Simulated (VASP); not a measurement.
VASP runs on CaSe (rock salt) share one base input (PBE GGA, plane waves, VASP's PBE PAW potentials (set 64)) and change the settings named in each case.

File POSCAR:
```
CaSe
1
    0.0000000000     2.9600000000     2.9600000000
    2.9600000000     0.0000000000     2.9600000000
    2.9600000000     2.9600000000     0.0000000000
Ca Se
1 1
Direct
  0.0000000000   0.0000000000   0.0000000000
  0.5000000000   0.5000000000   0.5000000000
```

### INCAR
```
! general
SYSTEM  = CaSe
PREC    = Accurate
ENCUT   = 400   ! plane-wave cut-off (eV)
LREAL   = .FALSE.   ! projection in real space or not
LASPH   = .TRUE.

! electronic loop
EDIFF   = 1E-6
NELM    = 100
ALGO    = Normal   ! blocked Davidson
LMAXMIX = 4

! smearing
ISMEAR  = 0   ! Gaussian
SIGMA   = 0.05

! functional
GGA     = PE

! ions
ISIF    = 2   ! forces and stress, cell fixed

! output
LWAVE   = .FALSE.
LCHARG  = .FALSE.
```

KPOINTS:
```
kpoints
0
gamma
  7 7 7
```

POTCAR, in this order: Ca_sv Se (PBE.64 set). Program: vasp_std.

```tsv
change	E(σ→0) (eV/atom)	−TS (eV)
base run	-4.7406	0.0000
NELECT = 15.5	-5.2018	-0.0023
NELECT = 15.9	___	-0.0023
NELECT = 15.98	-4.7646	-0.0002
NELECT = 16.02	-4.6956	-0.0005
NELECT = 16.1	-4.5014	-0.0014
NELECT = 16.5	-3.4476	-0.0024
```

Q: What belongs in the gaps?

A: 
- NELECT = 15.9, E(σ→0) (eV/atom): -4.8497

Charged cells carry a uniform compensating background.

Left out are runs that ran out of time, are held back, or changed the cell or the kind of run, fixed moments of cells without a moment, rows past the twelfth, gaps on odd meshes, pressures of charged cells and columns that move by less than the noise.

The compound is CaSe in the rock salt structure. The cell was not relaxed at this level.
